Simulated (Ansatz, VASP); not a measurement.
## One calculation of Al2BAs2, two programs

INCAR

```
SYSTEM = Al2BAs2
PREC     = Accurate       ! precision mode
ENCUT    = 520            ! plane-wave cutoff, eV
EDIFF    = 1E-6           ! SCF threshold, eV
ISMEAR   = 0              ! smearing method
SIGMA    = 0.1            ! smearing width, eV
LREAL    = .FALSE.        ! projectors in reciprocal space
LASPH    = .TRUE.         ! aspherical terms in the spheres
NELM     = 100            ! most SCF steps
ALGO     = Normal         ! electronic algorithm
ISIF     = 2              ! what is computed and relaxed
LWAVE    = .FALSE.        ! write WAVECAR
LCHARG   = .FALSE.        ! write CHGCAR
GGA      = PE             ! functional
NBANDS   = 18             ! bands
```

Contents of KPOINTS:

```
regular mesh
0
G
  6 6 2
  0 0 0
```

Contents of POSCAR:

```
Al2BAs2
1.0
    3.8967759700      0.0000000000      0.0000000000
   -1.9483879800      3.3747069800      0.0000000000
    0.0000000000      0.0000000000      7.6200460500
Al B As
2 1 2
Direct
    0.0000000000      0.0000000000      0.7055339800
    0.0000000000      0.0000000000      0.2944660200
    0.6666666700      0.3333333300      0.0000000000
    0.6666666700      0.3333333300      0.5000000000
    0.3333333300      0.6666666700      0.0000000000
```

Input for Ansatz:

```yaml
crystal:
  lattice:
    - [3.89677597, 0.0, 0.0]
    - [-1.94838798, 3.37470698, 0.0]
    - [0.0, 0.0, 7.62004605]
  atoms:
    - { symbol: Al, position: [0.0, 0.0, 0.70553398] }
    - { symbol: Al, position: [0.0, 0.0, 0.29446602] }
    - { symbol: B, position: [0.66666667, 0.33333333, 0.0] }
    - { symbol: As, position: [0.66666667, 0.33333333, 0.5] }
    - { symbol: As, position: [0.33333333, 0.66666667, 0.0] }
basis:
  ecutwfc: 420
kpoints:
  mp_grid: { grid: [6, 6, 2] }
hamiltonian:
  xc: pbe
scf:
  occupations: { method: gaussian, width: 0.1 }
  lower_state_search: "off"
output:
  forces: true
  stress: true
  eigenvalues: true
```

Change from the starting cell: species swapped into the Sr2ZnAs2 type (P-6m2, No. 187).

Alike in both runs: task single point; functional PBE; k mesh 6 × 6 × 2; occupations gaussian, width 0.1 eV; no spin polarisation.

```csv
,VASP,Ansatz
version,VASP 6.6.1,Ansatz 0.2.0
potentials or method,"VASP PAW PBE potentials, release 64 (Al, B, As)","scalar-relativistic, plane waves, PAW"
plane-wave cutoff (eV),520,420
valence electrons in the cell,19,39
```

VASP gave:

```
gap on the k mesh at the Fermi level (eV)       : none
pressure (GPa)                                  : -8.3
largest component of the traceless stress (GPa) : 2.84
rms of the force components (eV/Å)              : 0.175
```

Q: Estimate Ansatz's values.

A: gap on the k mesh at the Fermi level (eV): none; pressure (GPa): -8.3; largest component of the traceless stress (GPa): 2.89; rms of the force components (eV/Å): 0.176.

Atom by atom the forces differ by 0.001 eV/Å (rms over components). A gap of «none» marks a metal or a gap that the smearing closes. The two sets of potentials don't hold the same shells in valence.

Caveats: the k mesh is coarse (spacing up to 0.41 Å⁻¹), so the values aren't converged.
